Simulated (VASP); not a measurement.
Method: r2SCAN meta-GGA, VASP's PBE PAW potentials (set 64) (plane waves; VASP).

A VASP calculation is set up with these files.

**INCAR**
```
! general
SYSTEM  = TiTe
PREC    = Accurate
ENCUT   = 400   ! plane-wave cut-off (eV)
LREAL   = .FALSE.   ! projection in real space or not
LASPH   = .TRUE.

! electronic loop
EDIFF   = 1E-6   ! SCF stop (eV)
NELM    = 100   ! most electronic steps
ALGO    = Normal   ! blocked Davidson
LMAXMIX = 4   ! l cut-off of mixed one-centre charges
LMIXTAU = .TRUE.

! smearing
ISMEAR  = 1   ! Methfessel-Paxton
SIGMA   = 0.1

! functional
METAGGA = R2SCAN

! ions
IBRION  = 2   ! conjugate gradients
NSW     = 60   ! most ionic steps
ISIF    = 3   ! ions, shape and volume
EDIFFG  = -0.01   ! ionic stop

! output
LWAVE   = .FALSE.
LCHARG  = .FALSE.
```

File KPOINTS:
```
Regular mesh
0
Gamma
  10 10 10
0 0 0
```

File POSCAR:
```
TiTe
1
    0.0000000000     2.8208025613     2.8208025613
    2.8208025613    -0.0000000000     2.8208025613
    2.8208025613     2.8208025613     0.0000000000
Te Ti
1 1
Direct
  0.0000000000   0.0000000000   0.0000000000
  0.5000000000   0.5000000000   0.5000000000
```

POTCAR, in this order: Te Ti_sv (PBE.64 set). Program: vasp_std.

Task: What will the output report for the number of irreducible k-points (NKPTS), number of bands (NBANDS), largest plane-wave count, number of space-group operations, FFT grid (NGX, NGY, NGZ)?

Result: 
```yaml
number of irreducible k-points (NKPTS): 47
number of bands (NBANDS): 13
largest_plane_wave_count: 869
number_of_space_group_operations: 48
FFT grid (NGX, NGY, NGZ): 28 × 28 × 28
```

The structure was generated: TiTe was put into the rocksalt type (Fm-3m), which need not be its known phase. This run relaxes it. Symmetry was kept, so distortions that lower it aren't found. The start is the result of an earlier pass. VASP warned that the highest band is occupied, so more bands are needed.
